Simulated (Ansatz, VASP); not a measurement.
**Two plane-wave programs on Na4Hg**

```xyz
10
Lattice="5.8742 0.0000 0.0000 0.0000 5.8742 0.0000 0.0000 0.0000 11.7484" Properties=species:S:1:pos:R:3 pbc="T T T"
Na    0.0000    0.0000    0.0000
Na    0.0000    5.8742    5.8742
Na    0.0000    2.9371    2.9371
Na    0.0000    2.9371    8.8113
Na    2.9371    0.0000    2.9371
Na    2.9371    0.0000    8.8113
Na    2.9371    2.9371    5.8742
Na    2.9371    2.9371    0.0000
Hg    2.9371    2.9371    2.9371
Hg    2.9371    2.9371    8.8113
```

Alike in both runs: task single point; functional PBE; k mesh 4 × 4 × 2; occupations gaussian, width 0.2 eV; no spin polarisation.

```csv
,VASP,Ansatz
version,VASP 6.6.1,Ansatz 0.2.0
potentials or method,"VASP PAW PBE potentials, release 64 (Na_pv, Hg)","scalar-relativistic, plane waves, PAW"
plane-wave cutoff (eV),520,420
valence electrons in the cell,80,112
```

```tsv
	VASP	Ansatz	Ansatz less VASP
gap on the k mesh at the Fermi level (eV)	none	none	-
pressure (GPa)	0.0	0.0	+0.01
```

A gap of «none» marks a metal or a gap that the smearing closes. The two sets of potentials don't hold the same shells in valence.

Spin-orbit coupling is left out, which matters for the levels of Hg.
